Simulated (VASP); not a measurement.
Calculation: optB86b-vdW, VASP's PBE PAW potentials (set 64) (plane waves; VASP).

A VASP calculation is set up with these files.

**INCAR**
```
# general
SYSTEM    =  NiSi2
PREC      =  Accurate
ENCUT     =  520
LREAL     =  .FALSE.
LASPH     =  .TRUE.   # aspherical one-centre terms

# electronic loop
EDIFF     =  1E-7   # SCF stop (eV)
NELM      =  100   # most electronic steps
ALGO      =  Normal   # blocked Davidson
LMAXMIX   =  4

# smearing
ISMEAR    =  1   # Methfessel-Paxton
SIGMA     =  0.1   # width (eV)

# functional
GGA       =  MK
LUSE_VDW  =  .TRUE.
AGGAC     =  0.0
PARAM1    =  0.1234
PARAM2    =  1.0

# ions
ISIF      =  2

# output
LWAVE     =  .FALSE.
LCHARG    =  .FALSE.
```

File POSCAR:
```
NiSi2
1
    0.0000000000     2.6922406060     2.6922406060
    2.6922406060     0.0000000000     2.6922406060
    2.6922406060     2.6922406060     0.0000000000
Si Ni
2 1
Direct
  0.2500000000   0.2500000000   0.2500000000
  0.7500000000   0.7500000000   0.7500000000
  0.0000000000   0.0000000000   0.0000000000
```

KPOINTS:
```
Automatic mesh
0
Gamma
10 10 10
0 0 0
```

POTCAR, in this order: Si Ni (PBE.64 set). Program: vasp_std.

Question: What does the run give for the energy per atom (σ→0), pressure, band gap (on the k-mesh)?

Answer: 
| Quantity | Result |
|---|---|
| energy per atom (σ→0) | -4168 meV/atom |
| band gap (on the k-mesh) | none (metal, semimetal or under 0.01 eV) |
| pressure | 4.03 GPa |

### OSZICAR
```
...
DAV:   9    -0.125058888921E+02    0.48852E-01   -0.26448E-01  1503   0.112E+01    0.532E-01
DAV:  10    -0.125049402871E+02    0.94861E-03   -0.94301E-03  1739   0.186E+00    0.246E-01
DAV:  11    -0.125050355976E+02   -0.95310E-04   -0.70470E-04  1629   0.250E-01    0.454E-02
DAV:  12    -0.125050599075E+02   -0.24310E-04   -0.34598E-05  1558   0.100E-01    0.174E-02
DAV:  13    -0.125050578177E+02    0.20898E-05   -0.12820E-05  1540   0.856E-02    0.641E-03
DAV:  14    -0.125050579606E+02   -0.14288E-06   -0.13239E-06  1571   0.106E-02    0.347E-03
DAV:  15    -0.125050579404E+02    0.20150E-07   -0.22595E-07  1065   0.123E-02
   1 F= -.12505058E+02 E0= -.12504643E+02  d E =-.124580E-02
```

The compound is NiSi2 in the fluorite structure. This cell is one point of a volume scan, at 0.97 of the reference volume. The run is not spin-polarised, so no magnetic state was tried.
